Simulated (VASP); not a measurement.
BePtBr2, 4 atoms in the cell. It takes space group P-3m1 (No. 164, trigonal). Conventional cell: a = 3.759 Å, b = 3.759 Å, c = 6.156 Å, α = 90.00°, β = 90.00°, γ = 120.00°. Around Be (site symmetry -3m) lie 6 Br at 2.50 Å. Around Pt (site symmetry -3m) lie 6 Br at 2.84 Å and 2 Be at 3.08 Å. Around Br (site symmetry 3m) lie 3 Be at 2.50 Å and 3 Pt at 2.84 Å. The cell was built by a generator and needn't be a form met in nature.

- Program: VASP 6.6.1
- Task: single point
- Functional: PBE
- Potentials or basis: VASP PAW PBE potentials, release 64 (Be, Pt, Br)
- Cutoff: 520 eV
- k mesh: 6 × 6 × 4
- Occupations: gaussian, width 0.1 eV
- Spin: no spin polarisation
- Dipole correction: no
- Further INCAR settings: ALGO = Normal; EDIFF = 1e-06; NBANDS = 21

Potentials or basis: VASP PAW PBE potentials, release 64 (Be, Pt, Br).

The run is started by

```sh
$ cat potpaw_PBE.64/Be/POTCAR potpaw_PBE.64/Pt/POTCAR potpaw_PBE.64/Br/POTCAR > POTCAR
$ mpirun -np 1 vasp_std > vasp.out
```

Hardware: 1 thread of Intel(R) Xeon(R) Platinum 8259CL CPU @ 2.50GHz (Skylake/Cascade Lake), with other jobs on the host.

Problem. How long does it take, and how much memory?

Solution. It took 26 s on 1 thread of Intel(R) Xeon(R) Platinum 8259CL CPU @ 2.50GHz (Skylake/Cascade Lake), on a shared host, peak memory 0.2 GiB. Counts: scf iterations 13, k points 24.
